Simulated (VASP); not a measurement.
All values below come from PBEsol GGA, VASP's PBE PAW potentials (set 64) (plane waves; VASP).

A VASP calculation is set up with these files.

INCAR:
```
ALGO = Normal
EDIFF = 1E-6
EDIFFG = -0.01
ENCUT = 400
GGA = PS
IBRION = 2
ISIF = 3
ISMEAR = 1
LASPH = .TRUE.
LCHARG = .FALSE.
LMAXMIX = 6
LREAL = .FALSE.
LWAVE = .FALSE.
NELM = 100
NSW = 60
PREC = Accurate
SIGMA = 0.1
SYSTEM = PtSe
```

File KPOINTS:
```
Regular mesh
0
Gamma
 10 10 10
```

**POSCAR**
```
PtSe
1
    0.0000000000     2.7648000000     2.7648000000
    2.7648000000     0.0000000000     2.7648000000
    2.7648000000     2.7648000000     0.0000000000
Pt Se
1 1
Direct
  0.0000000000   0.0000000000   0.0000000000
  0.5000000000   0.5000000000   0.5000000000
```

POTCAR, in this order: Pt Se (PBE.64 set). Program: vasp_std.

The run wrote:

**OSZICAR**
```
       N       E                     dE             d eps       ncg     rms          rms(c)
DAV:   1     0.564425939261E+02    0.56443E+02   -0.62708E+03  1208   0.934E+02
DAV:   2    -0.839449166516E+01   -0.64837E+02   -0.59355E+02  1324   0.190E+02
DAV:   3    -0.106559172038E+02   -0.22614E+01   -0.22167E+01  1336   0.355E+01
DAV:   4    -0.106738953450E+02   -0.17978E-01   -0.17954E-01  1316   0.357E+00
DAV:   5    -0.106741332722E+02   -0.23793E-03   -0.23789E-03  1392   0.396E-01    0.701E+00
DAV:   6    -0.104900322768E+02    0.18410E+00   -0.98752E-01  1152   0.911E+00    0.409E+00
DAV:   7    -0.104576522089E+02    0.32380E-01   -0.83456E-02  1172   0.298E+00    0.238E+00
DAV:   8    -0.104516368906E+02    0.60153E-02   -0.33933E-02  1256   0.141E+00    0.345E-01
DAV:   9    -0.104510444294E+02    0.59246E-03   -0.22866E-03  1192   0.337E-01    0.118E-01
DAV:  10    -0.104509776512E+02    0.66778E-04   -0.46811E-04  1336   0.210E-01    0.154E-02
DAV:  11    -0.104509788117E+02   -0.11605E-05   -0.11955E-05  1328   0.354E-02    0.443E-03
DAV:  12    -0.104509783616E+02    0.45008E-06   -0.15345E-06   808   0.114E-02
   1 F= -.10450978E+02 E0= -.10450839E+02  d E =-.104510E+02
       N       E                     dE             d eps       ncg     rms          rms(c)
DAV:   1    -0.247039699415E+02   -0.14253E+02   -0.28186E+02  1180   0.171E+02    0.415E+01
DAV:   2    -0.116213124150E+02    0.13083E+02   -0.41049E+01  1160   0.604E+01    0.830E+00
DAV:   3    -0.105444579816E+02    0.10769E+01   -0.13297E+00  1200   0.107E+01    0.371E+00
DAV:   4    -0.102723374016E+02    0.27212E+00   -0.11733E+00  1180   0.789E+00    0.207E+00
DAV:   5    -0.102860595008E+02   -0.13722E-01   -0.34932E-02  1176   0.144E+00    0.954E-01
DAV:   6    -0.102906289147E+02   -0.45694E-02   -0.10243E-02  1240   0.638E-01    0.904E-02
DAV:   7    -0.102906115150E+02    0.17400E-04   -0.46440E-04  1188   0.146E-01    0.446E-02
DAV:   8    -0.102906492256E+02   -0.37711E-04   -0.98251E-06  1268   0.283E-02    0.136E-02
DAV:   9    -0.102906544254E+02   -0.51998E-05   -0.19538E-06  1072   0.109E-02    0.140E-03
DAV:  10    -0.102906544786E+02   -0.53197E-07   -0.11040E-07   584   0.277E-03
   2 F= -.10290654E+02 E0= -.10290477E+02  d E =0.160324E+00
       N       E                     dE             d eps       ncg     rms          rms(c)
DAV:   1    -0.144461525446E+02   -0.41555E+01   -0.70375E+01  1168   0.844E+01    0.132E+01
DAV:   2    -0.112310549139E+02    0.32151E+01   -0.11317E+01  1144   0.383E+01    0.908E+00
DAV:   3    -0.109702224669E+02    0.26083E+00   -0.33050E-01  1168   0.557E+00    0.547E+00
DAV:   4    -0.108927652087E+02    0.77457E-01   -0.39809E-01  1176   0.428E+00    0.136E+00
DAV:   5    -0.108912669199E+02    0.14983E-02   -0.26038E-02  1144   0.117E+00    0.880E-01
DAV:   6    -0.108909280200E+02    0.33890E-03   -0.34296E-03  1260   0.520E-01    0.115E-01
DAV:   7    -0.108909729579E+02   -0.44938E-04   -0.19040E-04  1248   0.132E-01    0.380E-02
DAV:   8    -0.108909686592E+02    0.42987E-05   -0.64599E-06  1252   0.268E-02    0.472E-03
DAV:   9    -0.108909686558E+02    0.34145E-08   -0.56685E-07   616   0.592E-03
   3 F= -.10890969E+02 E0= -.10891256E+02  d E =-.439990E+00
       N       E                     dE             d eps       ncg     rms          rms(c)
DAV:   1    -0.108946462138E+02   -0.36776E-02   -0.57155E-02  1168   0.241E+00    0.352E-01
DAV:   2    -0.108919624719E+02    0.26837E-02   -0.10112E-02  1148   0.105E+00    0.139E-01
DAV:   3    -0.108917194598E+02    0.24301E-03   -0.30797E-04  1160   0.178E-01    0.755E-02
DAV:   4    -0.108916714737E+02    0.47986E-04   -0.27905E-04  1168   0.115E-01    0.284E-02
DAV:   5    -0.108916729268E+02   -0.14531E-05   -0.11736E-05  1180   0.271E-02    0.164E-02
DAV:   6    -0.108916741248E+02   -0.11980E-05   -0.21914E-06  1052   0.127E-02    0.136E-03
DAV:   7    -0.108916741754E+02   -0.50608E-07   -0.11316E-07   564   0.297E-03
   4 F= -.10891674E+02 E0= -.10892010E+02  d E =-.440696E+00
       N       E                     dE             d eps       ncg     rms          rms(c)
DAV:   1    -0.108932360210E+02   -0.15619E-02   -0.30280E-02  1172   0.176E+00    0.256E-01
DAV:   2    -0.108918173645E+02    0.14187E-02   -0.52947E-03  1148   0.762E-01    0.101E-01
DAV:   3    -0.108916909891E+02    0.12638E-03   -0.15811E-04  1164   0.127E-01    0.552E-02
DAV:   4    -0.108916662287E+02    0.24760E-04   -0.14521E-04  1168   0.829E-02    0.206E-02
DAV:   5    -0.108916670912E+02   -0.86258E-06   -0.61765E-06  1180   0.197E-02
   5 F= -.10891667E+02 E0= -.10892036E+02  d E =-.440689E+00
       N       E                     dE             d eps       ncg     rms          rms(c)
DAV:   1    -0.108938943103E+02   -0.22281E-02   -0.43381E-02  1168   0.210E+00    0.305E-01
DAV:   2    -0.108918537858E+02    0.20405E-02   -0.77182E-03  1148   0.922E-01    0.126E-01
DAV:   3    -0.108916642440E+02    0.18954E-03   -0.23659E-04  1160   0.157E-01    0.688E-02
DAV:   4    -0.108916228117E+02    0.41432E-04   -0.21693E-04  1168   0.101E-01    0.252E-02
DAV:   5    -0.108916230338E+02   -0.22217E-06   -0.97806E-06  1176   0.246E-02
   6 F= -.10891623E+02 E0= -.10891952E+02  d E =0.440574E-04
       N       E                     dE             d eps       ncg     rms          rms(c)
DAV:   1    -0.108924429056E+02   -0.82009E-03   -0.13741E-02  1168   0.118E+00    0.173E-01
DAV:   2    -0.108917948201E+02    0.64809E-03   -0.24304E-03  1148   0.516E-01    0.685E-02
DAV:   3    -0.108917366590E+02    0.58161E-04   -0.73322E-05  1160   0.868E-02    0.373E-02
DAV:   4    -0.108917253915E+02    0.11267E-04   -0.67151E-05  1168   0.564E-02    0.139E-02
DAV:   5    -0.108917258306E+02   -0.43906E-06   -0.28537E-06  1172   0.134E-02
   7 F= -.10891726E+02 E0= -.10892078E+02  d E =-.587393E-04
```

**OUTCAR**
```
------------------------ aborting loop because EDIFF is reached ----------------------------------------
  FORCE on cell =-STRESS in cart. coord.  units (eV):
  Direction    XX          YY          ZZ          XY          YZ          ZX
  --------------------------------------------------------------------------------------
  Total        0.0013505      0.0013505      0.0013505      0.0000000     -0.0000000      0.0000000
  in kB        0.0611088      0.0611088      0.0611088      0.0000000     -0.0000000      0.0000000
  external PRESSURE =       0.0611088 kB  Pullay stress =       0.0000000 kB
  volume of cell :       35.41
      direct lattice vectors                 reciprocal lattice vectors
     0.000000000  2.606281725  2.606281725    -0.191844188  0.191844188  0.191844188
     2.606281725  0.000000000  2.606281725     0.191844188 -0.191844188  0.191844188
     2.606281725  2.606281725 -0.000000000     0.191844188  0.191844188 -0.191844188
 POSITION                                       TOTAL-FORCE (eV/Angst)
 -----------------------------------------------------------------------------------
      0.00000      0.00000      0.00000         0.000000     -0.000000      0.000000
      2.60628      2.60628      2.60628        -0.000000      0.000000     -0.000000
 -----------------------------------------------------------------------------------
    total drift:                               -0.000000      0.000000      0.000000
  FREE ENERGIE OF THE ION-ELECTRON SYSTEM (eV)
  ---------------------------------------------------
  free  energy   TOTEN  =       -10.8917258306 eV

  energy  without entropy=      -10.8927819325  energy(sigma->0) =      -10.89207786

 reached required accuracy - stopping structural energy minimisation
```
(Selected blocks of OUTCAR.)

### CONTCAR
```
PtSe
   1.00000000000000
     0.0000000000000000    2.6062817247516801    2.6062817247516801
     2.6062817247516801    0.0000000000000000    2.6062817247516801
     2.6062817247516801    2.6062817247516801   -0.0000000000000000
  Pt              Se
     1     1
Direct
     0.0000000000000000    0.0000000000000000    0.0000000000000000
     0.5000000000000000    0.5000000000000000    0.5000000000000000
```

Energy and stress use the plane-wave basis of the starting cell.

The structure was generated: PtSe was put into the rock salt type (Fm-3m), which need not be its known phase. This run relaxes it. Symmetry was kept, so distortions that lower it aren't found.
